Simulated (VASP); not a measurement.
Level of theory: PBEsol GGA, VASP's PBE PAW potentials (set 64) (plane waves; VASP).

A VASP calculation is set up with these files.

INCAR:
```
! general
SYSTEM  = C
PREC    = Accurate
ENCUT   = 620
LREAL   = .False.   ! projection in real space or not
LASPH   = .True.   ! aspherical one-centre terms

! electronic loop
EDIFF   = 1E-6
NELM    = 100   ! most electronic steps
ALGO    = Normal   ! blocked Davidson

! smearing
ISMEAR  = 0   ! Gaussian
SIGMA   = 0.05   ! width (eV)

! functional
GGA     = PS   ! PBEsol

! ions
IBRION  = 2
NSW     = 40   ! most ionic steps
ISIF    = 3   ! ions, shape and volume
EDIFFG  = -0.02
PSTRESS = 450   ! kbar

! output
LWAVE   = .False.
LCHARG  = .False.
```

### KPOINTS
```
Regular mesh
0
gamma
13 13 13
0 0 0
```

File POSCAR:
```
C
1
    0.0000000000     1.7424402876     1.7424402876
    1.7424402876     0.0000000000     1.7424402876
    1.7424402876     1.7424402876     0.0000000000
C
2
Direct
  0.0000000000   0.0000000000   0.0000000000
  0.2500000000   0.2500000000   0.2500000000
```

POTCAR, in this order: C (PBE.64 set). Program: vasp_std.

**Question.** What will the output report for the number of irreducible k-points (NKPTS), largest plane-wave count, number of space-group operations, FFT grid (NGX, NGY, NGZ)?

**Answer.** 
```yaml
number of irreducible k-points (NKPTS): 84
largest_plane_wave_count: 381
number_of_space_group_operations: 48
FFT grid (NGX, NGY, NGZ): 20 × 20 × 20
```

The compound is C in the diamond structure. This run relaxes it under an external pressure of 45 GPa. Symmetry was kept, so distortions that lower it aren't found.
